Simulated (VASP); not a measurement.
These are PBE GGA, VASP's PBE PAW potentials (set 64) (plane waves; VASP) values and carry that method's errors.

Input for VASP

File POSCAR:
```
CaO
1
    0.0000000000     2.4435055998     2.4435055998
    2.4435055998     0.0000000000     2.4435055998
    2.4435055998     2.4435055998     0.0000000000
Ca O
1 1
Direct
  0.0000000000   0.0000000000   0.0000000000
  0.5000000000   0.5000000000   0.5000000000
```

### KPOINTS
```
Automatic mesh
0
Gamma
9 9 9
0 0 0
```

INCAR:
```
# general
SYSTEM=CaO
PREC  =Accurate
ENCUT =520
LREAL =F   # projection in real space or not
LASPH =T   # aspherical one-centre terms

# electronic loop
EDIFF =1E-7
NELM  =100
ALGO  =Normal   # blocked Davidson

# smearing
ISMEAR=0
SIGMA =0.05   # width (eV)

# functional
GGA   =PE

# ions
ISIF  =2   # forces and stress, cell fixed

# output
LWAVE =F
LCHARG=F
```

POTCAR, in this order: Ca_sv O (PBE.64 set). Program: vasp_std.

What VASP printed:

### OUTCAR
```
 ion  position               nearest neighbor table
   1  0.000  0.000  0.000-   2 2.44   2 2.44   2 2.44   2 2.44   2 2.44   2 2.44
   2  0.500  0.500  0.500-   1 2.44   1 2.44   1 2.44   1 2.44   1 2.44   1 2.44
  LATTYP: Found a face centered cubic cell.
 ALAT       =     4.8870111996
 Subroutine PRICEL returns:
 Original cell was already a primitive cell.
 Subroutine GETGRP returns: Found 48 space group operations
The static configuration has the point symmetry O_h .
The dynamic configuration has the point symmetry O_h .
 Subroutine INISYM returns: Found 48 space group operations
 Subroutine IBZKPT returns following result:
 Found     35 irreducible k-points:

 Following reciprocal coordinates:
            Coordinates               Weight
  0.000000  0.000000  0.000000      1.000000
  0.111111  0.000000  0.000000      8.000000
  0.222222  0.000000  0.000000      8.000000
  0.333333  0.000000  0.000000      8.000000
  0.444444  0.000000  0.000000      8.000000
  0.111111  0.111111  0.000000      6.000000
  0.222222  0.111111  0.000000     24.000000
  0.333333  0.111111  0.000000     24.000000
  0.444444  0.111111  0.000000     24.000000
 -0.444444  0.111111  0.000000     24.000000
 -0.333333  0.111111  0.000000     24.000000
 -0.222222  0.111111  0.000000     24.000000
 -0.111111  0.111111  0.000000     12.000000
  0.222222  0.222222  0.000000      6.000000
  0.333333  0.222222  0.000000     24.000000
  0.444444  0.222222  0.000000     24.000000
 -0.444444  0.222222  0.000000     24.000000
 -0.333333  0.222222  0.000000     24.000000
 -0.222222  0.222222  0.000000     12.000000
  0.333333  0.333333  0.000000      6.000000
  0.444444  0.333333  0.000000     24.000000
 -0.444444  0.333333  0.000000     24.000000
 -0.333333  0.333333  0.000000     12.000000
  0.444444  0.444444  0.000000      6.000000
 -0.444444  0.444444  0.000000     12.000000
  0.333333  0.222222  0.111111     24.000000
  0.444444  0.222222  0.111111     48.000000
 -0.444444  0.222222  0.111111     48.000000
  0.444444  0.333333  0.111111     24.000000
 -0.444444  0.333333  0.111111     48.000000
 -0.333333  0.333333  0.111111     48.000000
 -0.222222  0.333333  0.111111     24.000000
 -0.444444  0.444444  0.111111     24.000000
 -0.333333  0.444444  0.111111     24.000000
 -0.333333  0.444444  0.222222     24.000000
   k-points           NKPTS =     35   k-points in BZ     NKDIM =     35   number of bands    NBANDS=     12
   number of dos      NEDOS =    301   number of ions     NIONS =      2
   total plane-waves  NPLWV =  21952
   dimension x,y,z NGX =    28 NGY =   28 NGZ =   28
   dimension x,y,z NGXF=    56 NGYF=   56 NGZF=   56
   ions per type =               1   1
   PREC   = accura    normal or accurate (medium, high low for compatibility)
   ISTART =      0    job   : 0-new  1-cont  2-samecut
   ICHARG =      2    charge: 1-file 2-atom 10-const
   ISPIN  =      1    spin polarized calculation?
   LNONCOLLINEAR =      F non collinear calculations
   LSORBIT =      F    spin-orbit coupling
   INIWAV =      1    electr: 0-lowe 1-rand  2-diag
   ENCUT  =  520.0 eV  38.22 Ry    6.18 a.u.   6.43  6.43  6.43*2*pi/ulx,y,z
   NELM   =    100;   NELMIN=  2; NELMDL= -5     # of ELM steps
   EDIFF  = 0.1E-06   stopping-criterion for ELM
   LREAL  =      F    real-space projection
   NLSPLINE    = F    spline interpolate recip. space projectors
   LMAXMIX     =    2 max onsite mixed and CHGCAR
   VOSKOWN=      0    Vosko Wilk Nusair interpolation
   EDIFFG = 0.1E-05   stopping-criterion for IOM
   NSW    =      0    number of steps for IOM
   NBLOCK =      1;   KBLOCK =      1    inner block; outer block
   IBRION =     -1    ionic relax: 0-MD 1-quasi-New 2-CG
...
```

File OSZICAR:
```
       N       E                     dE             d eps       ncg     rms          rms(c)
DAV:   1     0.132877830419E+03    0.13288E+03   -0.87328E+03   840   0.136E+03
DAV:   2    -0.767426349903E+01   -0.14055E+03   -0.13258E+03   972   0.337E+02
DAV:   3    -0.142587699367E+02   -0.65845E+01   -0.65337E+01  1072   0.757E+01
DAV:   4    -0.145080061493E+02   -0.24924E+00   -0.24892E+00  1244   0.131E+01
DAV:   5    -0.145100330915E+02   -0.20269E-02   -0.20269E-02  1056   0.135E+00    0.857E+00
DAV:   6    -0.128489194113E+02    0.16611E+01   -0.89820E+00   964   0.274E+01    0.377E+00
DAV:   7    -0.127990259798E+02    0.49893E-01   -0.76004E-01  1168   0.838E+00    0.176E+00
DAV:   8    -0.128003435950E+02   -0.13176E-02   -0.84501E-02   880   0.328E+00    0.446E-01
DAV:   9    -0.127981599758E+02    0.21836E-02   -0.26780E-02  1064   0.129E+00    0.141E-01
DAV:  10    -0.127986200842E+02   -0.46011E-03   -0.23888E-03   888   0.486E-01    0.265E-02
DAV:  11    -0.127986711516E+02   -0.51067E-04   -0.39983E-04  1224   0.160E-01    0.314E-02
DAV:  12    -0.127986557712E+02    0.15380E-04   -0.62690E-05   996   0.836E-02    0.540E-03
DAV:  13    -0.127986555982E+02    0.17304E-06   -0.47232E-06  1116   0.206E-02    0.889E-04
DAV:  14    -0.127986554534E+02    0.14473E-06   -0.21680E-07   956   0.544E-03    0.507E-04
DAV:  15    -0.127986555517E+02   -0.98235E-07   -0.50604E-08   556   0.281E-03
   1 F= -.12798656E+02 E0= -.12798656E+02  d E =-.778925E-20
```

File OUTCAR:
```
------------------------ aborting loop because EDIFF is reached ----------------------------------------
  FORCE on cell =-STRESS in cart. coord.  units (eV):
  Direction    XX          YY          ZZ          XY          YZ          ZX
  --------------------------------------------------------------------------------------
  Total       -0.5314238     -0.5314238     -0.5314238     -0.0000000     -0.0000000      0.0000000
  in kB      -29.1797507    -29.1797507    -29.1797507     -0.0000000     -0.0000000      0.0000000
  external PRESSURE =     -29.1797507 kB  Pullay stress =       0.0000000 kB
  volume of cell :       29.18
      direct lattice vectors                 reciprocal lattice vectors
     0.000000000  2.443505600  2.443505600    -0.204624045  0.204624045  0.204624045
     2.443505600  0.000000000  2.443505600     0.204624045 -0.204624045  0.204624045
     2.443505600  2.443505600  0.000000000     0.204624045  0.204624045 -0.204624045
  FREE ENERGIE OF THE ION-ELECTRON SYSTEM (eV)
  ---------------------------------------------------
  free  energy   TOTEN  =       -12.7986555517 eV

  energy  without entropy=      -12.7986555517  energy(sigma->0) =      -12.79865555
```
(Selected blocks of OUTCAR.)

### OUTCAR
```
 val. band max:        2.0740163064   @ k =   0.0000   0.0000   0.0000

 cond. band min:       5.7726145944   @ k =   0.4444   0.4444   0.0000


 Fermi energy:         2.3791404088

 k-point     1 :       0.0000    0.0000    0.0000
  band No.  band energies     occupation
      1     -35.7707      2.00000
      2     -16.5672      2.00000
      3     -16.5672      2.00000
      4     -16.5672      2.00000
      5     -13.3623      2.00000
      6       2.0740      2.00000
      7       2.0740      2.00000
      8       2.0740      2.00000
      9       6.3945      0.00000
     10       8.1737      0.00000
     11       8.1737      0.00000
     12       8.1737      0.00000

 k-point     2 :       0.1111    0.0000    0.0000
  band No.  band energies     occupation
      1     -35.7612      2.00000
      2     -16.6994      2.00000
      3     -16.5729      2.00000
      4     -16.5729      2.00000
      5     -13.2208      2.00000
      6       1.6502      2.00000
      7       1.9192      2.00000
      8       1.9192      2.00000
      9       6.9417      0.00000
     10       8.1349      0.00000
     11       8.3709      0.00000
     12       8.3709      0.00000

 k-point     3 :       0.2222    0.0000    0.0000
  band No.  band energies     occupation
      1     -35.7370      2.00000
      2     -16.9948      2.00000
      3     -16.5870      2.00000
      4     -16.5870      2.00000
      5     -12.8993      2.00000
      6       0.8079      2.00000
      7       1.5632      2.00000
      8       1.5632      2.00000
      9       8.0404      0.00000
     10       8.2688      0.00000
     11       8.9035      0.00000
     12       8.9035      0.00000

 k-point     4 :       0.3333    0.0000    0.0000
  band No.  band energies     occupation
      1     -35.7093      2.00000
      2     -17.2846      2.00000
      3     -16.6029      2.00000
      4     -16.6029      2.00000
      5     -12.5772      2.00000
      6       0.0450      2.00000
...
```

The compound is CaO in the rock salt structure. This cell is one point of a volume scan, at 1.03 of the reference volume.
